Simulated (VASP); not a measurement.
Cd₂Zn₂Se₄ (ordered alloy cell): computed properties

Method: PBEsol GGA, VASP's PBE PAW potentials (set 64) (plane waves; VASP).

- space group = P-4m2 (115)
- cell = a = 4.121 Å, b = 4.121 Å, c = 5.903 Å, α = 90.00°, β = 90.00°, γ = 90.00°
- volume per atom = 25.06 Å³/atom
- band gap (on the k-mesh) = 0.73 eV
- smallest direct gap (on the k-mesh) = 0.73 eV
- band-edge character = direct, Γ to Γ
- density = 5.56 g/cm³

```
CELL_PARAMETERS angstrom
      5.82766     0.00000     0.00000
      0.00000     5.82766     0.00000
      0.00000     0.00000     5.90282
ATOMIC_POSITIONS crystal
  Zn 0.00000 0.00000 0.00000
  Zn 0.50000 0.50000 0.00000
  Se 0.25000 0.25000 0.22602
  Se 0.75000 0.75000 0.22602
  Se 0.75000 0.25000 0.77398
  Se 0.25000 0.75000 0.77398
  Cd 0.50000 0.00000 0.50000
  Cd 0.00000 0.50000 0.50000
```

The structure was generated: Cd2Zn2Se4 was put into an ordered model structure (P-4m2), which need not be its known phase. It was relaxed first. Symmetry was kept, so distortions that lower it aren't found.
